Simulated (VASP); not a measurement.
These are PBEsol GGA, VASP's PBE PAW potentials (set 64) (plane waves; VASP) values and carry that method's errors.

Gaps are without spin-orbit coupling.

Q: Order these relaxed crystals by band gap, smallest first: BeZn3O4, I-42m (121); Mg3ZnO4, Pm-3m (221); SnS, Pnma (62); KMgF3, Pm-3m (221).

A: SnS, Pnma (62) (0.65 eV), BeZn3O4, I-42m (121) (1.55 eV), Mg3ZnO4, Pm-3m (221) (2.20 eV), KMgF3, Pm-3m (221) (7.13 eV)
